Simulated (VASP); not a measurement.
Write the native input for VASP 6.6.1 that does the following.

| Item | Value |
| --- | --- |
| Task | relaxation of cell and atoms |
| Functional | revPBE |
| Potentials or basis | VASP PAW PBE potentials, release 64 (Ga_d, Sn_d) |
| Cutoff | 600 eV |
| k mesh | 8 × 8 × 8 |
| Occupations | fermi-dirac, width 0.05 eV |
| Spin | no spin polarisation |
| Further INCAR settings | ALGO = Normal; EDIFF = 1e-06; IBRION = 2; EDIFFG = -0.02; NSW = 40; ISIF = 3 |

The structure of GaSn lies in POSCAR:

```
GaSn
1.0
    0.0000000000      2.9028814200      3.0982155700
    2.7292512900      0.0000000000      3.0982155700
    2.7292512900      2.9028814200      0.0000000000
Ga Sn
1 1
Direct
    0.5000000000      0.5000000000      0.5000000000
    0.0000000000      0.0000000000      0.0000000000
```

The cell was built by a generator and needn't be a form met in nature.

These files were run (other wordings do the same):

INCAR

```
PREC = Accurate
ENCUT = 600
EDIFF = 1E-6
ISMEAR = -1
SIGMA = 0.05
LREAL = F
LASPH = T
NELM = 100
ALGO = Normal
ISIF = 3
LWAVE = F
LCHARG = F
GGA = RE
IBRION = 2
NSW = 40
EDIFFG = -0.02
```

KPOINTS

```
regular mesh
0
Gamma
  8 8 8
```

Potentials or basis: VASP PAW PBE potentials, release 64 (Ga_d, Sn_d).

Launch:

```sh
$ cat potpaw_PBE.64/Ga_d/POTCAR potpaw_PBE.64/Sn_d/POTCAR > POTCAR
$ mpirun -np 1 vasp_std > vasp.out
```

It gave:

```json
{"Relaxed volume": "25.12 Å³/atom", "Relaxed cell": "a = 4.140 Å, b = 4.143 Å, c = 4.143 Å, α = 59.96°, β = 60.02°, γ = 60.02°", "Space group after relaxing (to 0.05 Å)": "Fm-3m (No. 225)", "Energy gained by relaxing": "62.5 meV/atom", "Ionic steps": "7", "Pressure after relaxing": "0.0 GPa", "Band gap on the k mesh": "none (metal or under the smearing width)"}
```

Caveat: the PAW data sets were made with another functional, which shifts forces and pressure a little.

Run time: 2.3 min on 1 thread of Intel(R) Xeon(R) 6975P-C (Granite Rapids), on a shared host, peak memory 0.28 GiB.
